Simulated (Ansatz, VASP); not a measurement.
# BiTe: changing spin-orbit coupling

The cell as given:

Symmetry: Fm-3m, No. 225, cubic system. Conventional cell: a = 6.470 Å, b = 6.470 Å, c = 6.470 Å, α = 90.00°, β = 90.00°, γ = 90.00°. Around Bi (site symmetry m-3m) lie 6 Te at 3.23 Å. Te (site symmetry m-3m) is surrounded by 6 Bi at 3.23 Å.

Kept alike: task relaxation of cell and atoms; functional PBE; k mesh 5 × 5 × 5; occupations fermi-dirac, width 0.05 eV. Program: Ansatz, Ansatz PAW, cutoff 420 eV. The mesh is that of the run's cell of 2 atoms.

| spin-orbit coupling | volume (Å³/atom) |
| --- | --- |
| off | 34.318 |
| on | 35.997 |

The relaxations keep at least the cell's symmetry (Fm-3m). For a metal such a mesh leaves the last digits unconverged. Relaxations stop with a little pressure left, so the last digits of a volume or edge aren't settled.

Task: What does spin-orbit coupling change here?

Result: The volume runs from 34.318 (off) to 35.997 Å³/atom (on). A twin series (VASP, PBE PAW files Bi_d, Te, 600 eV) moves it by +1.5323 between off and on, against +1.6792 Å³/atom here.

Spin-orbit coupling expands rocksalt BiTe, from 34.318 to 35.997 Å³/atom. With the atoms fixed by symmetry, this means longer Bi–Te bonds throughout. The twin series gives an expansion of similar size, so the effect is unlikely to be peculiar to one set of PAW data.

The main cause is probably the splitting of the Bi 6p shell. Without the coupling, the p orbitals point along the cubic axes and form σ bonds with Te 5p. The coupling mixes these orbitals and their spins, especially in the lower p1/2 level, which makes them less directional and weakens the σ overlap. BiTe also has one valence electron per formula unit more than PbTe, and this electron enters p states of largely antibonding character. The bonds are therefore probably soft, and a modest electronic change can shift the equilibrium volume noticeably.

Bulk BiTe is known as a layered trigonal compound, and these volumes don't show whether the coupling favours or hinders a distortion away from the cubic structure.
